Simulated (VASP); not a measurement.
Input of a VASP 6.6.1 run:

File INCAR:

```
ALGO = Normal
EDIFF = 1E-6
EDIFFG = -0.01
ENCUT = 600
GGA = PE
IBRION = 2
ISIF = 3
ISMEAR = -1
IVDW = 13
LASPH = True
LCHARG = False
LREAL = False
LWAVE = False
NELM = 100
NSW = 60
PREC = Accurate
SIGMA = 0.1
```

Contents of KPOINTS:

```
k-points
0
Gamma
  6 6 6
```

Contents of POSCAR:

```
MgBe
1.0
    3.0508990000      0.0000000000      0.0000000000
    0.0000000000      3.0508990000      0.0000000000
    0.0000000000      0.0000000000      3.0508990000
Be Mg
1 1
Direct
    0.5000000000      0.5000000000      0.5000000000
    0.0000000000      0.0000000000      0.0000000000
```

Potentials or basis: VASP PAW PBE potentials, release 64 (Be, Mg).

Command:

```console
$ cat potpaw_PBE.64/Be/POTCAR potpaw_PBE.64/Mg/POTCAR > POTCAR
$ mpirun -np 1 vasp_std > vasp.out
```

Task: Predict the relaxed cell.

Result: a = 3.061 Å, b = 3.061 Å, c = 3.061 Å, α = 90.00°, β = 90.00°, γ = 90.00°.

Task: Estimate the band gap on the k mesh.

Result: None (metal or under the smearing width).

Task: What does it give for the dispersion energy per atom?

Result: -0.094 eV.

Task: Estimate the relaxed volume.

Result: 14.34 Å³/atom.

Final structure:
```
Be Mg
1.0
     3.06101    0.00000    0.00000
     0.00000    3.06101    0.00000
     0.00000    0.00000    3.06101
Be Mg
1 1
Direct
  0.50000 0.50000 0.50000
  0.00000 0.00000 0.00000
```

Caveat: pairwise dispersion overbinds metals, which lowers pressure and volume.
